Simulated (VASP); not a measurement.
Given:

```
HfC
1.0
    0.00000     2.21791     2.21791
    2.21791     0.00000     2.21791
    2.21791     2.21791     0.00000
Hf C
1 1
Cartesian
  0.00000   0.00000   0.00000
  2.21791   2.21791   2.21791
```

Level of theory: LDA (Ceperley-Alder, Perdew-Zunger), VASP's LDA PAW potentials (set 64) (plane waves; VASP 6.6.1). Numerical set-up: 620 eV cut-off, 14×14×14 Γ-centred mesh, first-order Methfessel-Paxton smearing of 0.10 eV, potentials Hf_pv C.

Energy and stress use the plane-wave basis of the starting cell.

Q: The ions, cell shape and volume at an external pressure of 45.0 GPa are relaxed. Give the cell that the relaxation ends in.

A: 
```
HfC
1.0
    0.00000     2.19101     2.19101
    2.19101     0.00000     2.19101
    2.19101     2.19101     0.00000
Hf C
1 1
Cartesian
  2.19101   0.00000   2.19101
  2.19101   2.19101   2.19101
```
Space group Fm-3m (225), at a tolerance of 0.03 Å.

Q: How do energy and volume change from the first to the last step?

A: The energy (σ→0) changes by +91.1 meV/atom and the volume by -3.6 %, in 4 ionic steps.

```tsv
step	E(σ→0) (eV)	max force (eV/Å)	pressure (GPa)	volume (Å³)
1	-22.7098	0.000	29.97	21.82
2	-21.4817	0.000	106.49	18.75
3	-22.5372	0.000	44.20	21.07
4	-22.5275	0.000	44.94	21.04
```

The compound is HfC in the rock salt structure. This run relaxes it under an external pressure of 45 GPa. Symmetry was kept, so distortions that lower it aren't found.
